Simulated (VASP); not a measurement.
Shape and ions are relaxed at each volume.

Input:

```yaml
crystal:
  lattice:
    - [1.76888, -3.06380, 0.00000]
    - [1.76888, 3.06380, 0.00000]
    - [0.00000, 0.00000, 5.52414]
  atoms:
    - { symbol: Ho, position: [0.33333, 0.66667, 0.25000] }
    - { symbol: Ho, position: [0.66667, 0.33333, 0.75000] }
```

All values below come from PBE GGA with D3 dispersion (zero damping), VASP's PBE PAW potentials (set 64) (plane waves; VASP 6.6.1). Run with 520 eV cut-off, 12×12×7 Γ-centred mesh, first-order Methfessel-Paxton smearing of 0.10 eV, potentials Ho_3.

The 4f electrons are frozen in the core of the lanthanide potential, so 4f levels, which can set the real gap, and their magnetism are missing.

Question: Give the energy at these volumes per atom, relative to the lowest: 28.18, 29.08, 29.98, 30.88, 31.78 Å³.

Answer: 14.9, 3.3, 0.0, 3.6, 13.5 meV/atom. A third-order Birch-Murnaghan fit gives B0 = 42.3 GPa and B0′ = 3.7.

Measured: bulk modulus 40.2 GPa (computed value off by +5.1 %), as given by Wikipedia, Holmium (infobox). The calculation is for a static lattice, while the measured bulk modulus holds thermal and zero-point effects, which are part of the difference.

The compound is Ho in the hcp structure. It was relaxed first.
